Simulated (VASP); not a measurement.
Output of a VASP run:

### OUTCAR
```
 ion  position               nearest neighbor table
   1  0.000  0.000  0.000-   2 2.51   3 2.51   3 2.51   2 2.51   3 2.51   2 2.51
   2  0.333  0.667  0.255-   1 2.51   1 2.51   1 2.51
   3  0.667  0.333  0.745-   1 2.51   1 2.51   1 2.51
  LATTYP: Found a hexagonal cell.
 ALAT       =     3.7300002112
 C/A-ratio  =     1.3619302178
 Subroutine PRICEL returns:
 Original cell was already a primitive cell.
 Subroutine GETGRP returns: Found 12 space group operations
The static configuration has the point symmetry D_3d.
The dynamic configuration has the point symmetry D_3d.
 Subroutine INISYM returns: Found 12 space group operations
 Subroutine IBZKPT returns following result:
 Found     17 irreducible k-points:

 Following reciprocal coordinates:
            Coordinates               Weight
  0.000000  0.000000  0.000000      1.000000
  0.200000  0.000000  0.000000      6.000000
  0.400000  0.000000  0.000000      6.000000
  0.200000  0.200000  0.000000      6.000000
  0.400000  0.200000  0.000000      6.000000
  0.000000  0.000000  0.250000      2.000000
  0.200000  0.000000  0.250000      6.000000
  0.000000  0.200000  0.250000      6.000000
  0.400000  0.000000  0.250000      6.000000
  0.000000  0.400000  0.250000      6.000000
  0.200000  0.200000  0.250000     12.000000
  0.400000  0.200000  0.250000     12.000000
  0.000000  0.000000  0.500000      1.000000
  0.200000  0.000000  0.500000      6.000000
  0.400000  0.000000  0.500000      6.000000
  0.200000  0.200000  0.500000      6.000000
  0.400000  0.200000  0.500000      6.000000
   k-points           NKPTS =     17   k-points in BZ     NKDIM =     17   number of bands    NBANDS=     15
   number of dos      NEDOS =    301   number of ions     NIONS =      3
   total plane-waves  NPLWV =  20736
   dimension x,y,z NGX =    24 NGY =   24 NGZ =   36
   dimension x,y,z NGXF=    48 NGYF=   48 NGZF=   72
   ions per type =               1   2
   PREC   = accura    normal or accurate (medium, high low for compatibility)
   ISTART =      0    job   : 0-new  1-cont  2-samecut
   ICHARG =      2    charge: 1-file 2-atom 10-const
   ISPIN  =      1    spin polarized calculation?
   LNONCOLLINEAR =      F non collinear calculations
   LSORBIT =      F    spin-orbit coupling
   INIWAV =      1    electr: 0-lowe 1-rand  2-diag
   ENCUT  =  400.0 eV  29.40 Ry    5.42 a.u.   6.08  6.08  8.28*2*pi/ulx,y,z
   NELM   =    100;   NELMIN=  2; NELMDL= -5     # of ELM steps
   EDIFF  = 0.1E-05   stopping-criterion for ELM
   LREAL  =      F    real-space projection
   NLSPLINE    = F    spline interpolate recip. space projectors
   LMAXMIX     =    6 max onsite mixed and CHGCAR
   VOSKOWN=      0    Vosko Wilk Nusair interpolation
   EDIFFG = 0.1E-04   stopping-criterion for IOM
   NSW    =      0    number of steps for IOM
   NBLOCK =      1;   KBLOCK =      1    inner block; outer block
   IBRION =     -1    ionic relax: 0-MD 1-quasi-New 2-CG
   NFREE  =      0    steps in history (QN), initial steepest desc. (CG)
   ISIF   =      2    stress and relaxation
   ISYM   =      2    0-nonsym 1-usesym 2-fastsym
   TEIN   =    0.0    initial temperature
   TEBEG  =    0.0;   TEEND  =   0.0 temperature during run
   SMASS  =  -3.00    Nose mass-parameter (am)
   PSTRESS=    0.0 pullay stress
   NELECT =      22.0000    total number of electrons
   EFERMI =   0.00;   METHOD = LEGACY
   ISMEAR =     0;   SIGMA  =   0.05  broadening in eV -4-tet -1-fermi 0-gaus
   IALGO  =     38    algorithm
   LDIAG  =      T    sub-space diagonalisation (order eigenvalues)
   IMIX   =      4    mixing-type and parameters
     AMIX     =   0.40;   BMIX     =  1.00
     AMIX_MAG =   1.60;   BMIX_MAG =  1.00
     AMIN     =   0.10
   GGA     = PE    functional components
   VOSKOWN =     0    Vosko Wilk Nusair interpolation
   LHFCALC =     F    Hartree Fock is set to
   LHFONE  =     F    Hartree Fock one center treatment
   AEXX    =    0.0000 exact exchange contribution
...
```

### OSZICAR
```
       N       E                     dE             d eps       ncg     rms          rms(c)
DAV:   1     0.950756831073E+02    0.95076E+02   -0.88547E+03   542   0.104E+03
DAV:   2    -0.112517782533E+02   -0.10633E+03   -0.10332E+03   685   0.209E+02
DAV:   3    -0.149665248611E+02   -0.37147E+01   -0.37003E+01   573   0.428E+01
DAV:   4    -0.149994298056E+02   -0.32905E-01   -0.32870E-01   657   0.416E+00
DAV:   5    -0.149997707414E+02   -0.34094E-03   -0.34093E-03   608   0.411E-01    0.128E+01
DAV:   6    -0.144327034212E+02    0.56707E+00   -0.49948E+00   517   0.221E+01    0.780E+00
DAV:   7    -0.142455160144E+02    0.18719E+00   -0.95257E-01   517   0.104E+01    0.383E+00
DAV:   8    -0.142282213730E+02    0.17295E-01   -0.66067E-02   531   0.192E+00    0.859E-01
DAV:   9    -0.142248761737E+02    0.33452E-02   -0.10637E-02   587   0.112E+00    0.176E-01
DAV:  10    -0.142250552577E+02   -0.17908E-03   -0.15866E-03   580   0.283E-01    0.451E-02
DAV:  11    -0.142250590440E+02   -0.37863E-05   -0.36908E-05   657   0.456E-02    0.300E-02
DAV:  12    -0.142250637442E+02   -0.47002E-05   -0.11081E-05   559   0.248E-02    0.562E-03
DAV:  13    -0.142250645032E+02   -0.75903E-06   -0.12302E-06   465   0.791E-03
   1 F= -.14225065E+02 E0= -.14224534E+02  d E =-.106004E-02
```

OUTCAR:
```
------------------------ aborting loop because EDIFF is reached ----------------------------------------
  FORCE on cell =-STRESS in cart. coord.  units (eV):
  Direction    XX          YY          ZZ          XY          YZ          ZX
  --------------------------------------------------------------------------------------
  Total        2.0856406      2.0856409      1.2262051      0.0000000      0.0000000      0.0000000
  in kB       54.5931324     54.5931406     32.0967934      0.0000000      0.0000000      0.0000000
  external PRESSURE =      47.0943555 kB  Pullay stress =       0.0000000 kB
  volume of cell :       61.21
      direct lattice vectors                 reciprocal lattice vectors
     1.865000000 -3.230275000  0.000000000     0.268096515 -0.154785583  0.000000000
     1.865000000  3.230275000  0.000000000     0.268096515  0.154785583  0.000000000
     0.000000000  0.000000000  5.080000000     0.000000000  0.000000000  0.196850394
 POSITION                                       TOTAL-FORCE (eV/Angst)
 -----------------------------------------------------------------------------------
      0.00000      0.00000      0.00000        -0.000000     -0.000000      0.000000
      1.86500      1.07676      1.29540         0.000000     -0.000000      0.096591
      1.86500     -1.07676      3.78460        -0.000000      0.000000     -0.096591
 -----------------------------------------------------------------------------------
    total drift:                               -0.000000     -0.000000      0.000000
  FREE ENERGIE OF THE ION-ELECTRON SYSTEM (eV)
  ---------------------------------------------------
  free  energy   TOTEN  =       -14.2250645032 eV

  energy  without entropy=      -14.2240044598  energy(sigma->0) =      -14.22453448
```
(Selected blocks of OUTCAR.)

POSCAR:
```
PtSe2
1
    1.8650000000    -3.2302750000     0.0000000000
    1.8650000000     3.2302750000     0.0000000000
    0.0000000000     0.0000000000     5.0800000000
Pt Se
1 2
Direct
  0.0000000000   0.0000000000   0.0000000000
  0.3333330000   0.6666670000   0.2550000000
  0.6666670000   0.3333330000   0.7450000000
```

Question: Write an INCAR and KPOINTS that could have produced this output.

Answer: One answer among several that fit: the input of the run itself, PBE GGA, plane waves, VASP's PBE PAW potentials (set 64).

**KPOINTS**
```
Automatic mesh
0
Gamma
5 5 4
0 0 0
```

**INCAR**
```
SYSTEM = PtSe2
PREC = Accurate
ENCUT = 400
EDIFF = 1E-6
NELM = 100
ALGO = Normal
LREAL = .FALSE.
LASPH = .TRUE.
ISMEAR = 0
SIGMA = 0.05
GGA = PE
LMAXMIX = 6
LWAVE = .FALSE.
LCHARG = .FALSE.
ISIF = 2
```

POTCAR, in this order: Pt Se (PBE.64 set). Program: vasp_std.

The compound is PtSe2 in the 1T layered structure. The cell was not relaxed at this level. The k-mesh is coarse (spacing up to 0.39 per Å, 2π included), so the numbers may not be converged in it.
